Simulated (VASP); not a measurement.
Input of a VASP 6.6.1 run:

INCAR

```
PREC = Accurate
ENCUT = 520
EDIFF = 1E-6
ISMEAR = -1
SIGMA = 0.05
LREAL = F
LASPH = T
NELM = 150
ALGO = Normal
ISIF = 2
LWAVE = F
LCHARG = F
ISPIN = 2
MAGMOM = 8.5 -2.5
LORBIT = 11
LMAXMIX = 6
METAGGA = R2SCAN
LMIXTAU = T
NBANDS = 26
```

File KPOINTS:

```
regular mesh
0
Gamma
  6 6 6
```

The input POSCAR:

```
EuMo
1.0
    3.5314500000      0.0000000000      0.0000000000
    0.0000000000      3.5314500000      0.0000000000
    0.0000000000      0.0000000000      3.5314500000
Eu Mo
1 1
Direct
    0.5000000000      0.5000000000      0.5000000000
    0.0000000000      0.0000000000      0.0000000000
```

Potentials or basis: VASP PAW PBE potentials, release 64 (Eu, Mo_sv).

Run with:

```sh
$ cat potpaw_PBE.64/Eu/POTCAR potpaw_PBE.64/Mo_sv/POTCAR > POTCAR
$ mpirun -np 1 vasp_std > vasp.out
```

(1) Estimate the band gap on the k mesh.

(2) Estimate the site moments.

(3) What does it give for the pressure?

Results:

(1) none (metal or under the smearing width).

(2) Eu +6.26; Mo -2.27 μB.

(3) 6.0 GPa.

Caveat: the PAW data sets were made with another functional, which shifts forces and pressure a little; spin-orbit coupling is left out, which moves the levels of the heavy elements; without U or exact exchange the open f shell lies at the Fermi level, which spoils levels, moments and volumes.
